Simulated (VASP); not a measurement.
Data:

```
BiB
1.0
    0.00000     2.59276     2.59276
    2.59276     0.00000     2.59276
    2.59276     2.59276     0.00000
Bi B
1 1
Direct
  0.00000   0.00000   0.00000
  0.50000   0.50000   0.50000
```

All values below come from r2SCAN meta-GGA, VASP's PBE PAW potentials (set 64) (plane waves; VASP). Settings: 520 eV cut-off, 11×11×11 Γ-centred mesh, first-order Methfessel-Paxton smearing of 0.10 eV, potentials Bi_d B.

Energy and stress use the plane-wave basis of the starting cell.

Problem. The ions, cell shape and volume are relaxed. Predict the relaxed structure.

Solution. 
```
BiB
1.0
    0.00000     2.62753     2.62753
    2.62753     0.00000     2.62753
    2.62753     2.62753     0.00000
Bi B
1 1
Cartesian
  0.00000   0.00000   0.00000
  2.62753   2.62753   2.62753
```
Space group Fm-3m (225), at a tolerance of 0.03 Å.

Problem. How do energy and volume change from the first to the last step?

Solution. The energy (σ→0) changes by -8.4 meV/atom and the volume by +4.1 %, in 3 ionic steps.

```
step  E(σ→0) (eV)  max force (eV/Å)  pressure (GPa)  volume (Å³)
----  -----------  ----------------  --------------  -----------
1        -63.3437             0.000            3.87        34.86
2        -63.3565             0.000           -1.68        37.03
3        -63.3605             0.000            0.00        36.28
```

The structure was generated: BiB was put into the rocksalt type (Fm-3m), which need not be its known phase. This run relaxes it. Symmetry was kept, so distortions that lower it aren't found.
